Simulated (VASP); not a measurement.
Given:

```xyz
4
Lattice="2.0395 1.1775 7.7383 -2.0395 1.1775 7.7383 0.0000 -2.3551 7.7383" Properties=species:S:1:pos:R:3 pbc="T T T"
Lu     0.0000     0.0000     0.0000
Tl     0.0000     0.0000    11.6075
Se     0.0000     0.0000    17.0198
Se     0.0000     0.0000     6.1952
```

All values below come from PBE GGA, VASP's PBE PAW potentials (set 64) (plane waves; VASP). Settings: 400 eV cut-off, 3×3×3 Monkhorst-Pack mesh, Gaussian smearing of 0.050 eV, potentials Lu_3 Tl_d Se.

Task: Give the stress tensor in GPa (positive for a compressed cell).

Result: 
```
1.75  0.00  0.00
0.00  1.75  0.00
0.00  0.00  0.86
```
The pressure is its mean diagonal, 1.45 GPa.

The structure comes from a computed database's LuTlSe2 entry (R-3m); how it stands against other phases isn't given here. The cell was not relaxed at this level. The k-mesh is coarse (spacing up to 0.60 per Å, 2π included), so the numbers may not be converged in it. The run is one of a series of settings (KPOINTS 3×3×3 Monkhorst-Pack mesh against the base run), some of them coarse on purpose.
